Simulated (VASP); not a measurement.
Input of a VASP 6.6.1 run:

INCAR

```
SYSTEM = H4CO
PREC     = Accurate       ! precision mode
ENCUT    = 520            ! plane-wave cutoff, eV
EDIFF    = 1E-6           ! SCF threshold, eV
ISMEAR   = -1             ! smearing method
SIGMA    = 0.02           ! smearing width, eV
LREAL    = Auto         
LASPH    = .True.         ! aspherical terms in the spheres
NELM     = 80             ! most SCF steps
ALGO     = Fast           ! electronic algorithm
ISIF     = 2              ! what is computed and relaxed
LWAVE    = .False.        ! write WAVECAR
LCHARG   = .False.        ! write CHGCAR
GGA      = PE             ! functional
IVDW     = 12             ! dispersion correction
NBANDS   = 66             ! bands
```

The input KPOINTS:

```
regular mesh
0
Gamma
  1 1 1
  0 0 0
```

The input POSCAR:

```
H4CO
1.0
    7.3803230000      0.0000000000      0.0000000000
    0.0000000000      7.3803230000      0.0000000000
    0.0000000000      0.0000000000      7.3803230000
C O H
6 6 24
Direct
    0.4862117823      0.5780505813      0.5367651253
    0.3923270025      0.3210699586     -0.0714196384
    0.6731277208      0.1539228026      0.2649884023
    0.0849962800      0.7996262494      0.3813518731
    0.9381974204      0.1338694797      0.6486030489
    0.7767952703      0.5970199407      0.9495790360
    0.5857331718      0.7177328147      0.4580829321
    0.3112329908      0.1474054726     -0.0493880823
    0.6359206772      0.0645229213      0.1038301440
   -0.0368547555      0.6591852416      0.4388019332
    0.9747676355      0.0339280544      0.8099103522
    0.9324930630      0.6468416084      0.8340285378
    0.3809724859      0.5122811021      0.4517823949
    0.7081939368      0.6825040042      0.4213501225
    0.5742160607      0.4694509983      0.5781860767
    0.3956330909      0.6252300882      0.6481830131
    0.3473289719      0.3725175714     -0.1985007973
    0.4200087178      0.0722868091     -0.0108396340
    0.3482232417      0.4096026692      0.0446999406
    0.5386349622      0.2986454658     -0.0638860928
    0.7551160024      0.2726303442      0.2390274789
    0.7519454094      0.0405808797      0.0339958021
    0.5441767251      0.1951269612      0.3202705356
    0.7514034277      0.0593469961      0.3631819366
    0.0308252091      0.8683766280      0.2675357163
   -0.0211101872      0.6315848236      0.5658830921
    0.0917304026      0.8948795331      0.4917264461
    0.2140014739      0.7438969812      0.3464076030
    0.8421718128      0.0553092324      0.5672786950
    1.0944913929      0.0896437730      0.8545018965
    0.8515345467      0.2504361936      0.6799431407
    1.0693705411      0.1703719471      0.5805707962
    0.7261877292      0.4588417065      0.9212062941
    0.9439153273      0.7854263289      0.8368739417
    0.8110078651      0.6104204382      1.0998570117
    0.6565159818      0.6791166186      0.9044184110
```

Potentials or basis: VASP PAW PBE potentials, release 64 (C, O, H).

Launch:

```console
$ cat potpaw_PBE.64/C/POTCAR potpaw_PBE.64/O/POTCAR potpaw_PBE.64/H/POTCAR > POTCAR
$ mpirun -np 1 vasp_gam > vasp.out
```

Question: Predict the largest force.

Answer: 2.955 eV/Å.

Question: Estimate the band gap on the k mesh.

Answer: 4.46 eV, direct.

Question: Predict the dispersion energy per atom.

Answer: -0.034 eV.

Forces on the atoms (eV/Å):
```
C   -1.068 -0.396  0.177
C   -0.356  0.043  1.450
C    1.265 -0.898  1.401
C   -0.536 -0.652  1.312
C   -0.461  0.130 -0.011
C   -0.017  0.792 -0.328
O   -0.544  1.071 -0.454
O    0.708 -1.369  0.295
O    1.102 -1.394 -2.361
O   -0.628 -0.402 -1.267
O    1.426  0.541  0.893
O   -0.524  0.771  0.553
H    0.249  0.098 -0.760
H    0.306 -0.299  0.258
H    0.381 -0.581  0.679
H    0.834  0.233  0.119
H   -0.094  0.742 -0.833
H   -1.212  0.287 -0.056
H    0.286 -0.075 -0.683
H    0.000  0.465 -0.253
H    0.402  0.658  0.134
H   -1.236  0.293  0.706
H   -0.403  0.079  0.509
H   -1.090  1.022 -0.960
H   -0.653  0.438 -1.130
H    0.042  0.060  0.880
H    0.596  0.505  0.266
H    1.041 -0.232 -0.163
H    0.617 -0.400 -0.249
H   -0.921 -0.986  0.185
H    0.444  0.744  0.138
H   -0.975 -0.043  0.018
H    0.920  0.088 -0.022
H   -0.125 -1.384 -0.033
H   -0.338  0.035 -1.130
H    0.563  0.016  0.720
```

PBE gaps usually lie below the measured ones, often by a third to a half.
